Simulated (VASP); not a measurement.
Method: PBEsol GGA with spin-orbit coupling, VASP's PBE PAW potentials (set 64) (plane waves; VASP).

VASP input:

**INCAR**
```
SYSTEM=CsPbCl3
PREC=Accurate; ENCUT=400; LREAL=F
LASPH=T
EDIFF=1E-6; NELM=100; ALGO=Normal
LMAXMIX=4
ISMEAR=0; SIGMA=0.05
GGA=PS; GGA_COMPAT=F
MAGMOM=0 0 0 0 0 0 0 0 0 0 0 0 0 0 0
LSORBIT=T
LWAVE=F; LCHARG=F
```

KPOINTS:
```
Automatic mesh
0
Gamma
4 4 4
0 0 0
```

File POSCAR:
```
CsPbCl3
11.2409520
  0.4999999984   0.0000000000   0.0000000000
  0.0000000000   0.4999999984   0.0000000000
  0.0000000000   0.0000000000   0.4999999984
Cs Pb Cl
1 1 3
Cartesian
  0.0000000000   0.0000000000   0.0000000000
  0.2499999992   0.2499999992   0.2499999992
  0.2499999992   0.0000000000   0.2499999992
  0.0000000000   0.2499999992   0.2499999992
  0.2499999992   0.2499999992   0.0000000000
```

### KPOINTS_OPT
```
k-points along high-symmetry lines
8
Line-mode
Reciprocal
  0.000000   0.000000   0.000000 ! GAMMA
  0.000000   0.500000   0.000000 ! X

  0.000000   0.500000   0.000000 ! X
  0.500000   0.500000   0.000000 ! M

  0.500000   0.500000   0.000000 ! M
  0.000000   0.000000   0.000000 ! GAMMA

  0.000000   0.000000   0.000000 ! GAMMA
  0.500000   0.500000   0.500000 ! R

  0.500000   0.500000   0.500000 ! R
  0.000000   0.500000   0.000000 ! X

  0.500000   0.500000   0.500000 ! R
  0.500000   0.500000   0.000000 ! M
```

POTCAR, in this order: Cs_sv Pb_d Cl (PBE.64 set). Program: vasp_ncl.

Output

### OUTCAR
```
 ion  position               nearest neighbor table
   1  0.000  0.000  0.000-
   2  0.500  0.500  0.500-   3 2.81   4 2.81   5 2.81   5 2.81   3 2.81   4 2.81
   3  0.500  0.000  0.500-   2 2.81   2 2.81
   4  0.000  0.500  0.500-   2 2.81   2 2.81
   5  0.500  0.500  0.000-   2 2.81   2 2.81
  LATTYP: Found a simple cubic cell.
 ALAT       =     5.6204759821
 Subroutine PRICEL returns:
 Original cell was already a primitive cell.
 Subroutine GETGRP returns: Found 48 space group operations
The static configuration has the point symmetry O_h .
The dynamic configuration has the point symmetry O_h .
The overall configuration has the point symmetry O_h .
 Subroutine INISYM returns: Found 48 space group operations
 Subroutine IBZKPT returns following result:
 Found     10 irreducible k-points:

 Following reciprocal coordinates:
            Coordinates               Weight
  0.000000  0.000000  0.000000      1.000000
  0.250000  0.000000  0.000000      6.000000
  0.500000  0.000000  0.000000      3.000000
  0.250000  0.250000  0.000000     12.000000
  0.500000  0.250000  0.000000     12.000000
...
```

### OSZICAR
```
       N       E                     dE             d eps       ncg     rms          rms(c)
DAV:   1     0.391093671179E+03    0.39109E+03   -0.16762E+04  1040   0.127E+03
DAV:   2     0.374563552098E+02   -0.35364E+03   -0.34326E+03  1260   0.329E+02
DAV:   3    -0.174753891208E+02   -0.54932E+02   -0.54619E+02  1360   0.154E+02
DAV:   4    -0.194789086954E+02   -0.20035E+01   -0.19982E+01  1384   0.380E+01
DAV:   5    -0.195467750050E+02   -0.67866E-01   -0.67828E-01  1360   0.597E+00    0.524E+00
DAV:   6    -0.188873816442E+02    0.65939E+00   -0.14119E+00  1480   0.115E+01    0.331E+00
DAV:   7    -0.188570970651E+02    0.30285E-01   -0.51899E-01  1616   0.582E+00    0.161E+00
DAV:   8    -0.188655940078E+02   -0.84969E-02   -0.67875E-02  1544   0.249E+00    0.679E-01
DAV:   9    -0.188671325199E+02   -0.15385E-02   -0.33635E-03  1312   0.474E-01    0.156E-01
DAV:  10    -0.188676411453E+02   -0.50863E-03   -0.44395E-03  1520   0.586E-01    0.898E-02
DAV:  11    -0.188678853257E+02   -0.24418E-03   -0.10144E-03  1416   0.307E-01    0.141E-02
DAV:  12    -0.188679045703E+02   -0.19245E-04   -0.73340E-05  1360   0.643E-02    0.918E-03
DAV:  13    -0.188679079253E+02   -0.33550E-05   -0.11562E-05  1408   0.311E-02    0.707E-03
DAV:  14    -0.188679076393E+02    0.28602E-06   -0.22957E-06  1056   0.189E-02
   1 F= -.18867908E+02 E0= -.18867908E+02  d E =-.715919E-14  mag=     0.0000    -0.0000     0.0000
       N       E                     dE             ncg
       N       E                     dE             ncg
       N       E                     dE             ncg
       N       E                     dE             ncg
       N       E                     dE             ncg
```

### OUTCAR
```
------------------------ aborting loop because EDIFF is reached ----------------------------------------
  FORCE on cell =-STRESS in cart. coord.  units (eV):
  Direction    XX          YY          ZZ          XY          YZ          ZX
  --------------------------------------------------------------------------------------
  Total       -0.0592049     -0.0592049     -0.0592049     -0.0000000     -0.0000000      0.0000000
  in kB       -0.5342553     -0.5342553     -0.5342553     -0.0000000     -0.0000000      0.0000000
  external PRESSURE =      -0.5342553 kB  Pullay stress =       0.0000000 kB
  volume of cell :      177.55
      direct lattice vectors                 reciprocal lattice vectors
     5.620475982  0.000000000  0.000000000     0.177920874  0.000000000  0.000000000
     0.000000000  5.620475982  0.000000000     0.000000000  0.177920874  0.000000000
     0.000000000  0.000000000  5.620475982     0.000000000  0.000000000  0.177920874
 POSITION                                       TOTAL-FORCE (eV/Angst)
 -----------------------------------------------------------------------------------
      0.00000      0.00000      0.00000         0.000000      0.000000      0.000000
      2.81024      2.81024      2.81024         0.000000      0.000000      0.000000
      2.81024      0.00000      2.81024         0.000000      0.000000      0.000000
      0.00000      2.81024      2.81024         0.000000      0.000000      0.000000
      2.81024      2.81024      0.00000         0.000000      0.000000      0.000000
 -----------------------------------------------------------------------------------
    total drift:                                0.000000      0.000000      0.000000
  FREE ENERGIE OF THE ION-ELECTRON SYSTEM (eV)
  ---------------------------------------------------
  free  energy   TOTEN  =       -18.8679076393 eV

  energy  without entropy=      -18.8679076393  energy(sigma->0) =      -18.86790764

 Ion:    1  E_soc:     -0.3241384

 Ion:    2  E_soc:     -0.6996437

 Ion:    3  E_soc:     -0.0044644

 Ion:    4  E_soc:     -0.0044644

 Ion:    5  E_soc:     -0.0044644
```
(Selected blocks of OUTCAR.)

The compound is CsPbCl3 in the cubic perovskite structure, the ideal cubic form; the compound distorts at low or room temperature. It was relaxed first.
